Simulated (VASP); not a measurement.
An input for Ansatz (written as the equivalent of a VASP run, and not itself run):

Ansatz 0.2 input:
```yaml
crystal:
  lattice:
    - [0.0000000, 3.1440068, 3.1440068]
    - [3.1440068, 0.0000000, 3.1440068]
    - [3.1440068, 3.1440068, 0.0000000]
  atoms:
    - { symbol: Ga, position: [0.0000000, 0.0000000, 0.0000000] }
    - { symbol: Sb, position: [0.2500000, 0.2500000, 0.2500000] }
kpoints:
  mp_grid: { grid: [11, 11, 11] }
hamiltonian:
  xc: rpbe
  pseudopotentials: { kind: paw }
scf:
  occupations: { method: tetrahedron }
  max_iter: 100
output: { forces: true, stress: true, eigenvalues: true }
```

**Question.** Write the VASP files for the same calculation (RPBE).

**Answer.** This is not unique; one that fits is 
KPOINTS:
```
Automatic mesh
0
Gamma
11 11 11
0 0 0
```

INCAR:
```
ALGO=Normal
EDIFF=1E-7
ENCUT=520
GGA=RP
ISIF=2
ISMEAR=-5
LASPH=.TRUE.
LCHARG=.TRUE.
LMAXMIX=4
LORBIT=11
LREAL=.FALSE.
LWAVE=.FALSE.
NEDOS=601
NELM=100
PREC=Accurate
SYSTEM=GaSb
```

**POSCAR**
```
GaSb
1
    0.0000000000     3.1440068315     3.1440068315
    3.1440068315     0.0000000000     3.1440068315
    3.1440068315     3.1440068315     0.0000000000
Ga Sb
1 1
Direct
  0.0000000000   0.0000000000   0.0000000000
  0.2500000000   0.2500000000   0.2500000000
```

POTCAR, in this order: Ga_d Sb (PBE.64 set). Program: vasp_std.

The two are equivalent in intent, not identical: each code has its own PAW files, so the cut-off isn't converted (ENCUT is set for VASP's; basis.ecutwfc is left out, and Ansatz then takes the one that its files recommend); Ansatz stops its SCF on the density residual and VASP on the energy change (EDIFF).

The compound is GaSb in the zinc blende structure. It was relaxed first, which changed the volume by +10 %.
